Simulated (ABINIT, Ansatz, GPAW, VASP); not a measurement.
## One structure in several programs: AlN (F-43m, 2 atoms in the cell)

Self-consistent single point.

```
AlN
1.0
    0.00000     2.19000     2.19000
    2.19000     0.00000     2.19000
    2.19000     2.19000     0.00000
Al N
1 1
Cartesian
  0.00000   0.00000   0.00000
  1.09500   1.09500   1.09500
```

Shared settings, as Ansatz (a first-principles code) writes them: kpoints.mp_grid.grid = 10 10 10; scf.occupations.method = fermi_dirac; scf.occupations.width = 0.01 eV. Potentials and cutoffs stand in the table.

```json
[
 {"code": "ABINIT", "model": "PBEsol, PAW (JTH v2.0 PBE PAW, files made for PBE)", "gap on the mesh (eV)": "3.159", "cutoff": "707 eV"},
 {"code": "Ansatz", "model": "PBEsol, default PAW files made with PBE", "gap on the mesh (eV)": "3.192", "cutoff": "default"},
 {"code": "GPAW", "model": "PBEsol, GPAW PAW datasets PBEsol (made by gpaw-setup)", "gap on the mesh (eV)": "3.177", "cutoff": "950 eV"},
 {"code": "VASP", "model": "PBEsol, VASP's PBE PAW potentials (set 64)", "gap on the mesh (eV)": "3.183", "cutoff": "400 eV"}
]
```

Gaps are read on the mesh.

The spread over the programs that give each value: gap on the mesh within 0.033 eV.

The starting cell has typed, rounded lattice constants, without a prior relaxation at this level.

Left out of this page: CP2K, Elk, FLEUR and SIESTA (not drawn, or without a comparable value).

Keys are those of Ansatz 0.2.
